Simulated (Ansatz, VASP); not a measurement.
# ZnS (Wurtzite-2H) in two plane-wave programs

One calculation is typed for both programs; each brings its own data sets. How far apart do they land? The cell is taken from a series of runs on this material, whose earlier steps may have relaxed, scaled, displaced or heated it; both programs get it as it stands.

Method: plane waves, with VASP 6.6.1 beside it; zone-centre phonons at LDA, in Ansatz 0.2.0.

**1. Starting point**

It takes space group P6_3mc (No. 186, hexagonal). The conventional cell has a = 3.685 Å, b = 3.685 Å, c = 6.067 Å, α = 90.00°, β = 90.00°, γ = 120.00°. Nearest to S lie 4 Zn at 2.26 Å. Zn has 4 S at 2.26 Å nearest. Farther neighbours and most contacts between anions are not listed.

**2. Ansatz: zone-centre phonons, LDA**

Ansatz runs on its PAW soft_1 files.

Second derivatives magnify differences that forces hide, and they need a tight electronic threshold.

Contents of input.yaml:

```yaml
crystal:
  lattice:
    - [3.685453654, 0.0, 0.0]
    - [-1.842726827, 3.1916964888, 0.0]
    - [0.0, 0.0, 6.0670021816]
  atoms:
    - { symbol: S, position: [0.3333333333, 0.6666666667, 0.3790983008] }
    - { symbol: S, position: [0.6666666667, 0.3333333333, 0.8790983008] }
    - { symbol: Zn, position: [0.3333333333, 0.6666666667, 0.0059016992] }
    - { symbol: Zn, position: [0.6666666667, 0.3333333333, 0.5059016992] }
kpoints:
  mp_grid: { grid: [12, 12, 8] }
hamiltonian:
  xc: lda
  pseudopotentials: { kind: paw, azcp: { folder: soft_1 }, xc_functional: pbe }
scf:
  occupations: { method: fixed }
output:
  eigenvalues: true
phonons:
  method: dfpt
  dielectric: true
  rigid_motions: translations
```

The run is started by

```bash
ansatz run input.yaml --threads 8 --pin off --max-ram 16384MiB --backend cpu --events-out ev --progress --plain --runs-dir out
```

Numbers of over 12 decimals in the logs are rounded to 6 here.

What it wrote:

```text
Engine: ansatz 0.2.0, aarch64-unknown-linux-gnu
Pseudopotentials: kind: paw
Pseudopotential: S, paw, valence charge 6, recommended cutoff 420 eV (normal), soft_1/S.paw.azcp
Pseudopotential: Zn, paw, valence charge 12, recommended cutoff 420 eV (normal), soft_1/Zn.paw.azcp
Functional definition: SPW92
  exchange = slater_x
  correlation = pw_c
Crystal: 4 atoms, lattice volume = 71.365 Å³
Basis set: ecut = 420 eV, 1389 PW (Γ), exchange–correlation on 50×50×96 points (8 copies of the dense FFT grid, shifted against one another)
Bands: 22, of which v1, the nominal top of the filled ones, is band 18 counted from 1 (17 counted from 0)
Symmetry: 12 space group operations
k-points: 320 of 1152 (irreducible under 2 space group operations, time reversal used)
Non-local potential: S, projectors of the file, l = 0: 2, l = 1: 2, l = 2: 1
Non-local potential: Zn, projectors of the file, l = 0: 2, l = 1: 2, l = 2: 3, l = 3: 1
PAW form: soft (Blöchl's): semilocal exchange-correlation on the pseudo side does not see the compensation charge
PAW frozen core: S, regenerated for the run's functional, and the local potential with it (the file was generated under x = pbe(κ = 0.804, μ = 0.219515), c = pbe(β = 0.066725))
PAW frozen core: Zn, regenerated for the run's functional, and the local potential with it (the file was generated under x = pbe(κ = 0.804, μ = 0.219515), c = pbe(β = 0.066725))
PAW one-centre angular grid: S, 110 points (default); XC on 64 Gauss nodes
PAW one-centre angular grid: Zn, 590 points (default); XC on 64 Gauss nodes
Initial density: superposition of atomic densities (chi_scale 0.1, normalization cell, long waves kept (reshape's long-wave potential 0.00 eV rms))
Initial wavefunctions: pseudopotential atomic-orbital guess
Functional: x = slater, c = lda
SCF iter   1: F=—  HF=-8235.053211 eV  |F-HF|=—  |Δ(HF+E_count)|=         —  Δρ=3.84e-2  dr2=6.86e-1  ethr=3.10e-3  ⟨swp⟩=5.0  Hψ=34718  notcnv=0  defer=596
preconditioner: auto → Resta (q_TF=auto, 2.434 Å⁻¹)  ε∞=6.4  [insulator: Δε(μ)=2.640 eV  Ē_g=11.377 eV  n_scr=22 (ndim 8)  ℏωp=26.4 eV  f_vac=0.000  ε∞_Penn≈6.4]
SCF iter   2: F=—  HF=-8234.890790 eV  |F-HF|=—  |Δ(HF+E_count)|=   1.62e-1  Δρ=1.67e-2  dr2=1.62e-1  ethr=1.91e-3  ⟨swp⟩=2.9  Hψ=15116  notcnv=0  defer=634
SCF iter   3: F=—  HF=-8234.857859 eV  |F-HF|=—  |Δ(HF+E_count)|=   3.29e-2  Δρ=1.08e-2  dr2=5.47e-2  ethr=4.49e-4  ⟨swp⟩=2.0  Hψ=12824  notcnv=0  defer=631
SCF iter   4: F=—  HF=-8234.837985 eV  |F-HF|=—  |Δ(HF+E_count)|=   1.99e-2  Δρ=3.07e-3  dr2=4.34e-3  ethr=1.52e-4  ⟨swp⟩=2.0  Hψ=15363  notcnv=0  defer=637
SCF iter   5: F=—  HF=-8234.838148 eV  |F-HF|=—  |Δ(HF+E_count)|=   1.63e-4  Δρ=5.40e-4  dr2=2.09e-4  ethr=1.21e-5  ⟨swp⟩=2.0  Hψ=12311  notcnv=0  defer=637
SCF iter   6: F=—  HF=-8234.838218 eV  |F-HF|=—  |Δ(HF+E_count)|=   6.98e-5  Δρ=2.36e-4  dr2=3.24e-5  ethr=5.81e-7  ⟨swp⟩=2.9  Hψ=12345  notcnv=0  defer=633
SCF iter   7: F=—  HF=-8234.838225 eV  |F-HF|=—  |Δ(HF+E_count)|=   7.15e-6  Δρ=5.86e-5  dr2=1.14e-6  ethr=9.01e-8  ⟨swp⟩=2.9  Hψ=13020  notcnv=0  defer=2
SCF iter   8: F=—  HF=-8234.838227 eV  |F-HF|=—  |Δ(HF+E_count)|=   1.37e-6  Δρ=1.64e-5  dr2=1.15e-7  ethr=3.16e-9  ⟨swp⟩=2.5  Hψ=12492  notcnv=0  defer=1
SCF iter   9: F=—  HF=-8234.838227 eV  |F-HF|=—  |Δ(HF+E_count)|=   2.54e-8  Δρ=1.63e-6  dr2=2.33e-9  ethr=3.20e-10  ⟨swp⟩=2.2  Hψ=12410  notcnv=0  defer=1
SCF iter  10: F=-8234.838227 eV  HF=-8234.838227 eV  |F-HF|=7.28e-12  |Δ(HF+E_count)|=  2.40e-10  Δρ=2.35e-7  dr2=4.52e-11  ethr=1.00e-12  ⟨swp⟩=8.4  Hψ=59176  notcnv=0
SCF 1 converged in 10 iterations: F = -8234.838227 eV  dr2 = 4.52e-11
  greatest PAW one-centre occupation: 0.983 electrons in one spin orbital (limit 2), on the Zn atom at site 3 (counted from 0), in its partial waves of l = 2
DFPT response loops at Γ: preconditioner auto → Resta (q_TF=auto, 2.434 Å⁻¹)  ε∞=5.0 (no band partly filled); β = 1.00, the filter's whole step (`scf.mixing.beta` (0.50) is not read by the response loops at its default; to damp them type it under 1.00, their step now; it binds the ground state too); Broyden in place of MSR1
── the response to a field inside a basis, on 12×12×8 k-points: an SCF that follows is theirs, and a resumed run solves both again ──
Bands: 19, of which v1, the nominal top of the filled ones, is band 18 counted from 1 (17 counted from 0)
k-points: 168 of 1152 (irreducible under 4 space group operations, time reversal used)
Initial density: handed on by an earlier stage of this run
Initial wavefunctions: pseudopotential atomic-orbital guess (no wavefunctions were taken with the density)
Eigensolver: Dense (168 Hₖ)
SCF iter   1: F=—  HF=-8234.835434 eV  |F-HF|=—  |Δ(HF+E_count)|=         —  Δρ=1.54e-4  dr2=2.60e-6  ethr=1.00e-1
preconditioner: auto → Resta (q_TF=auto, 2.434 Å⁻¹)  ε∞=8.1  [insulator: Δε(μ)=2.612 eV  Ē_g=9.918 eV  n_scr=22 (ndim 8)  ℏωp=26.4 eV  f_vac=0.022  ε∞_Penn≈8.1]
SCF iter   2: F=—  HF=-8234.835435 eV  |F-HF|=—  |Δ(HF+E_count)|=   9.87e-7  Δρ=1.23e-4  dr2=3.84e-6  ethr=7.22e-9
SCF iter   3: F=—  HF=-8234.835435 eV  |F-HF|=—  |Δ(HF+E_count)|=   1.30e-7  Δρ=3.03e-5  dr2=1.05e-7  ethr=7.22e-9
SCF iter   4: F=-8234.835435 eV  HF=-8234.835435 eV  |F-HF|=1.76e-8  |Δ(HF+E_count)|=   2.37e-7  Δρ=5.99e-6  dr2=5.85e-9  ethr=2.93e-10
SCF 1 converged in 4 iterations: F = -8234.835435 eV  dr2 = 5.85e-9
  greatest PAW one-centre occupation: 0.983 electrons in one spin orbital (limit 2), on the Zn atom at site 2 (counted from 0), in its partial waves of l = 2
DFPT response loops at Γ: preconditioner auto → Resta (q_TF=auto, 2.434 Å⁻¹)  ε∞=4.8 (no band partly filled); β = 1.00, the filter's whole step (`scf.mixing.beta` (0.50) is not read by the response loops at its default; to damp them type it under 1.00, their step now; it binds the ground state too); Broyden in place of MSR1
SCF converged after 10 iterations
Free energy (F): -8234.838227 eV
Harris-Foulkes:  -8234.838227 eV  (|F-HF|=7.28e-12)
Internal energy: -8234.838227 eV  (E = F + TS)
E sigma→0 (E₀):  -8234.838227 eV
Fermi energy:    6.898074 eV
--- Per-component energies (eV) ---
  E_band       = 31.677492
  E_kinetic    = 514.726733
  E_local      = -4419.222459  (includes V_loc(G=0)·N_el)
  E_nonlocal   = 1714.658640
  E_hartree    = 1679.598194
  E_xc         = -335.008610
  E_vxc        = -273.130367  (∫ρ·V_xc dr)
  E_paw        = -4803.778927  (= ΣΔE_a)
  E_vpaw       = -864.551068  (= ΣTr[D̂ρ^β])
  E_aug_tail   = -0.000475  (compensation charges beyond the density's cutoff)
  E_ewald      = -2589.232004
  E_core_change = 3.420682  (= ΣΔE_core)
  E_smearing   = -0.000000  (= −TS)
  E_closure    = -0.000000  (closes the sum)
  Σ components = -8234.838227   (vs F -8234.838227, Δ=0.00e0)
--- Band table (eV; the first three rows and the last of 320) ---
  k-point 0: bands = [... 14 lower, 5.8435, 6.7755, 6.8981, 6.8981, 9.2681, 9.9713, 12.9509, 12.9509]
  k-point 1: bands = [... 14 lower, 5.8798, 6.3885, 6.8533, 6.8533, 9.6030, 10.0116, 12.9739, 12.9739]
  k-point 2: bands = [... 14 lower, 5.9845, 5.9845, 6.7281, 6.7281, 10.1302, 10.1996, 12.9066, 13.0533]
  k-point 319: bands = [... 14 lower, 3.8944, 3.8944, 5.1460, 5.1460, 11.2403, 11.2403, 13.1379, 13.1379]
--- Phonons (Γ-DFPT): 4 representative perturbations + reference, on 320 of 1152 k-points (Σ response iterations 13) ---
  k mesh reduced under 2 symmetry operations, with k and −k counted as one. Each operation leaves every solved perturbation unchanged. A smaller set is not considered because the run solves the response to a homogeneous field
  ASR residual: 1.569e-4 → 0.000e0 eV/Å²; symmetrization residual: 6.947e-6 eV/Å²
  ASR residual per site (eV/Å²): 1.57e-4 1.57e-4 5.21e-5 5.21e-5
  Γ frequencies (cm⁻¹): 0.00 0.00 0.00 65.68 65.68 207.66 311.76 313.84 313.84 321.27 321.27 370.21
  ε∞ (high-frequency dielectric tensor):
        6.062377     0.000000     0.000000
        0.000000     6.062377     0.000000
        0.000000     0.000000     6.208861
  ε⁰ (static dielectric tensor: ions relaxed, cell fixed):
        8.104979     0.000000     0.000000
        0.000000     8.104979    -0.000000
        0.000000    -0.000000     8.539663
  ε⁰ − ε∞ (ionic part):
        2.042602     0.000000     0.000000
        0.000000     2.042602    -0.000000
        0.000000    -0.000000     2.330802
  softest optical mode at Γ: 65.68 cm⁻¹; the repairs (sum rule, projections) moved no ω² at Γ by more than (1.43 cm⁻¹)²
  Born effective charges Z* (e; rows j = field, columns β = displacement):
    site 0:
        -1.77155   -0.00000   -0.00000
         0.00000   -1.77155   -0.00000
        -0.00000   -0.00000   -1.87984
    site 1:
        -1.77155   -0.00000   -0.00000
        -0.00000   -1.77155   -0.00000
         0.00000   -0.00000   -1.87984
    site 2:
         1.77155    0.00000    0.00000
         0.00000    1.77155    0.00000
         0.00000    0.00000    1.87984
    site 3:
         1.77155    0.00000    0.00000
         0.00000    1.77155    0.00000
        -0.00000    0.00000    1.87984
  Z* charge neutrality: 5.914e-4 e pre-enforcement
  solved inside a basis spanned on kpoints, on 12×12×8 k-points, its susceptibility summed on 16×16×8: ε∞ is read to err by 1.9e-2, Z* by 1.3e-2 e (field_mesh: kpoints solves on kpoints); Z* is corrected for what the basis lacks
  optical modes at Γ without the LO–TO term, one row a degenerate level:
      ω (cm⁻¹)  modes    IR ((D/Å)²/amu)
         65.68      2             0.0000
        207.66      1             0.0000
        311.76      1             7.5799
[...]
optical modes at Γ + LO–TO along q̂ = [1.0000, 0.0000, 0.0000]:
      ω (cm⁻¹)  modes    IR ((D/Å)²/amu)
[...]
optical modes at Γ + LO–TO along q̂ = [0.0000, 1.0000, 0.0000]:
      ω (cm⁻¹)  modes    IR ((D/Å)²/amu)
[...]
362.88      1             6.7317
        370.21      1             0.0000
  optical modes at Γ + LO–TO along q̂ = [0.0000, 0.0000, 1.0000]:
      ω (cm⁻¹)  modes    IR ((D/Å)²/amu)
         65.68      2             0.0000
        207.66      1             0.0000
        313.84      2            13.4635
        321.27      2             0.0000
        365.62      1             7.5799
        370.21      1             0.0000
```

(Part 1 of 3 ends here.)

[Lines on the potential files, build, host, timing and source positions are cut from VASP's logs without a mark.]

[Logs are printed without paths, hosts, clocks, repeated set-up lines and the standing remarks that a program may print on its own settings, such as how far it seeks lower states.]

[Hosts, paths, dates, database ids (printed as entryN), source tags and the programs' standing remarks are cut or masked in the printed files.]
